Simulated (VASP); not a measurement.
Output of a VASP run:

OUTCAR:
```
 ion  position               nearest neighbor table
   1  0.000  0.000  0.000-   2 2.48   2 2.48   2 2.48   2 2.48
   2  0.250  0.250  0.250-   1 2.48   1 2.48   1 2.48   1 2.48
  LATTYP: Found a face centered cubic cell.
 ALAT       =     5.7342935946
 Subroutine PRICEL returns:
 Original cell was already a primitive cell.
 Subroutine GETGRP returns: Found 24 space group operations
The static configuration has the point symmetry T_d .
The dynamic configuration has the point symmetry T_d .
 Subroutine INISYM returns: Found 24 space group operations
 Subroutine IBZKPT returns following result:
 Found     20 irreducible k-points:

 Following reciprocal coordinates:
            Coordinates               Weight
  0.000000  0.000000  0.000000      1.000000
  0.142857  0.000000  0.000000      8.000000
  0.285714  0.000000  0.000000      8.000000
  0.428571  0.000000  0.000000      8.000000
  0.142857  0.142857  0.000000      6.000000
  0.285714  0.142857  0.000000     24.000000
  0.428571  0.142857  0.000000     24.000000
 -0.428571  0.142857  0.000000     24.000000
 -0.285714  0.142857  0.000000     24.000000
 -0.142857  0.142857  0.000000     12.000000
  0.285714  0.285714  0.000000      6.000000
  0.428571  0.285714  0.000000     24.000000
 -0.428571  0.285714  0.000000     24.000000
 -0.285714  0.285714  0.000000     12.000000
  0.428571  0.428571  0.000000      6.000000
 -0.428571  0.428571  0.000000     12.000000
  0.428571  0.285714  0.142857     24.000000
 -0.428571  0.285714  0.142857     48.000000
 -0.428571  0.428571  0.142857     24.000000
 -0.285714  0.428571  0.142857     24.000000
   k-points           NKPTS =     20   k-points in BZ     NKDIM =     20   number of bands    NBANDS=     13
   number of dos      NEDOS =    301   number of ions     NIONS =      2
   total plane-waves  NPLWV =  21952
   dimension x,y,z NGX =    28 NGY =   28 NGZ =   28
   dimension x,y,z NGXF=    56 NGYF=   56 NGZF=   56
   ions per type =               1   1
   PREC   = accura    normal or accurate (medium, high low for compatibility)
   ISTART =      0    job   : 0-new  1-cont  2-samecut
   ICHARG =      2    charge: 1-file 2-atom 10-const
   ISPIN  =      1    spin polarized calculation?
   LNONCOLLINEAR =      F non collinear calculations
   LSORBIT =      F    spin-orbit coupling
   INIWAV =      1    electr: 0-lowe 1-rand  2-diag
   ENCUT  =  400.0 eV  29.40 Ry    5.42 a.u.   6.61  6.61  6.61*2*pi/ulx,y,z
   NELM   =    100;   NELMIN=  2; NELMDL= -5     # of ELM steps
   EDIFF  = 0.1E-05   stopping-criterion for ELM
   LREAL  =      F    real-space projection
   NLSPLINE    = F    spline interpolate recip. space projectors
   LMAXMIX     =    4 max onsite mixed and CHGCAR
   VOSKOWN=      0    Vosko Wilk Nusair interpolation
   EDIFFG = -.1E-01   stopping-criterion for IOM
   NSW    =     60    number of steps for IOM
   NBLOCK =      1;   KBLOCK =     60    inner block; outer block
   IBRION =      2    ionic relax: 0-MD 1-quasi-New 2-CG
   NFREE  =      1    steps in history (QN), initial steepest desc. (CG)
   ISIF   =      3    stress and relaxation
   ISYM   =      2    0-nonsym 1-usesym 2-fastsym
   TEIN   =    0.0    initial temperature
   TEBEG  =    0.0;   TEEND  =   0.0 temperature during run
   SMASS  =  -3.00    Nose mass-parameter (am)
   PSTRESS=    0.0 pullay stress
   NELECT =      18.0000    total number of electrons
   EFERMI =   0.00;   METHOD = LEGACY
   ISMEAR =     0;   SIGMA  =   0.05  broadening in eV -4-tet -1-fermi 0-gaus
   IALGO  =     38    algorithm
   LDIAG  =      T    sub-space diagonalisation (order eigenvalues)
   IMIX   =      4    mixing-type and parameters
     AMIX     =   0.40;   BMIX     =  1.00
     AMIX_MAG =   1.60;   BMIX_MAG =  1.00
     AMIN     =   0.10
   GGA     = PE    functional components
   VOSKOWN =     0    Vosko Wilk Nusair interpolation
   LHFCALC =     F    Hartree Fock is set to
   LHFONE  =     F    Hartree Fock one center treatment
...
```

File OSZICAR:
```
       N       E                     dE             d eps       ncg     rms          rms(c)
DAV:   1     0.741981851658E+02    0.74198E+02   -0.77195E+03   520   0.131E+03
DAV:   2    -0.174938307147E+01   -0.75948E+02   -0.72536E+02   565   0.240E+02
DAV:   3    -0.628256824975E+01   -0.45332E+01   -0.45189E+01   645   0.614E+01
DAV:   4    -0.632007871984E+01   -0.37510E-01   -0.37506E-01   555   0.622E+00
DAV:   5    -0.632029576799E+01   -0.21705E-03   -0.21705E-03   625   0.437E-01    0.465E+00
DAV:   6    -0.604630722817E+01    0.27399E+00   -0.69165E-01   747   0.284E+01    0.354E+00
DAV:   7    -0.602945551778E+01    0.16852E-01   -0.18642E-01   550   0.432E+00    0.149E+00
DAV:   8    -0.602965092982E+01   -0.19541E-03   -0.42373E-03   610   0.642E-01    0.456E-01
DAV:   9    -0.602992561009E+01   -0.27468E-03   -0.10796E-03   565   0.285E-01    0.692E-02
DAV:  10    -0.603001118675E+01   -0.85577E-04   -0.12379E-04   593   0.110E-01    0.169E-02
DAV:  11    -0.603002830252E+01   -0.17116E-04   -0.29559E-05   555   0.553E-02    0.578E-03
DAV:  12    -0.603002967375E+01   -0.13712E-05   -0.33932E-06   615   0.217E-02    0.410E-03
DAV:  13    -0.603002972607E+01   -0.52314E-07   -0.69239E-07   390   0.976E-03
   1 F= -.60300297E+01 E0= -.60300297E+01  d E =-.603003E+01
```

**OUTCAR**
```
------------------------ aborting loop because EDIFF is reached ----------------------------------------
  FORCE on cell =-STRESS in cart. coord.  units (eV):
  Direction    XX          YY          ZZ          XY          YZ          ZX
  --------------------------------------------------------------------------------------
  Total       -0.0144403     -0.0144403     -0.0144403      0.0000000      0.0000000     -0.0000000
  in kB       -0.4908023     -0.4908023     -0.4908023      0.0000000      0.0000000     -0.0000000
  external PRESSURE =      -0.4908023 kB  Pullay stress =       0.0000000 kB
  volume of cell :       47.14
      direct lattice vectors                 reciprocal lattice vectors
     0.000000000  2.867146797  2.867146797    -0.174389397  0.174389397  0.174389397
     2.867146797  0.000000000  2.867146797     0.174389397 -0.174389397  0.174389397
     2.867146797  2.867146797  0.000000000     0.174389397  0.174389397 -0.174389397
  FREE ENERGIE OF THE ION-ELECTRON SYSTEM (eV)
  ---------------------------------------------------
  free  energy   TOTEN  =        -6.0300297261 eV

  energy  without entropy=       -6.0300297261  energy(sigma->0) =       -6.03002973

 reached required accuracy - stopping structural energy minimisation
```
(Selected blocks of OUTCAR.)

### POSCAR
```
ZnSe
1
   -0.0000000000     2.8671467973     2.8671467973
    2.8671467973    -0.0000000000     2.8671467973
    2.8671467973     2.8671467973     0.0000000000
Zn Se
1 1
Direct
  0.0000000000   0.0000000000   1.0000000000
  0.2500000000   0.2500000000   0.2500000000
```

Problem. Reconstruct the remaining input files.

Solution. This is not unique; one that fits is the input of the run itself, PBE GGA, plane waves, VASP's PBE PAW potentials (set 64).

### INCAR
```
! general
SYSTEM  = ZnSe
PREC    = Accurate
ENCUT   = 400
LREAL   = .False.
LASPH   = .True.

! electronic loop
EDIFF   = 1E-6
NELM    = 100
ALGO    = Normal
LMAXMIX = 4

! smearing
ISMEAR  = 0
SIGMA   = 0.05

! functional
GGA     = PE

! ions
IBRION  = 2
NSW     = 60
ISIF    = 3
EDIFFG  = -0.01

! output
LWAVE   = .False.
LCHARG  = .False.
```

File KPOINTS:
```
Automatic mesh
0
Gamma
7 7 7
0 0 0
```

POTCAR, in this order: Zn Se (PBE.64 set). Program: vasp_std.

The compound is ZnSe in the zinc blende structure. It was relaxed first. The start is the result of an earlier pass.
